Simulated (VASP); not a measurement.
The system is InAs.

```
CELL_PARAMETERS angstrom
0.00000 3.01800 3.01800
3.01800 0.00000 3.01800
3.01800 3.01800 0.00000
ATOMIC_POSITIONS crystal
In 0.00000 0.00000 0.00000
As 0.25000 0.25000 0.25000
```

| Property | Result |
| --- | --- |
| Program | VASP 6.6.1 |
| Task | relaxation of cell and atoms |
| Functional | PBE |
| Potentials or basis | VASP PAW PBE potentials, release 64 (In_d, As) |
| Cutoff | 520 eV |
| k mesh | 10 × 10 × 10 |
| Occupations | gaussian, width 0.02 eV |
| Spin | no spin polarisation |

At the start: pressure 4.3 GPa; volume 27.49 Å³/atom.

Task: Where does the relaxation end?

Result: Over 3 steps the energy falls by 27.0 meV/atom and the volume is 29.62 Å³/atom (+7.8 %); space group F-43m (No. 216, to 0.05 Å).

Step by step:
| step | energy change (eV) | largest force (eV/Å) | pressure (GPa) | volume (Å³) |
| --- | --- | --- | --- | --- |
| 1 | 0.0000 | 0.0000 | 4.35 | 54.98 |
| 2 | -0.0454 | 0.0000 | -1.40 | 61.13 |
| 3 | -0.0539 | 0.0000 | 0.01 | 59.24 |

Final structure:
```
CELL_PARAMETERS angstrom
0.00000 3.09406 3.09406
3.09406 0.00000 3.09406
3.09406 3.09406 0.00000
ATOMIC_POSITIONS crystal
In 0.00000 0.00000 0.00000
As 0.25000 0.25000 0.25000
```
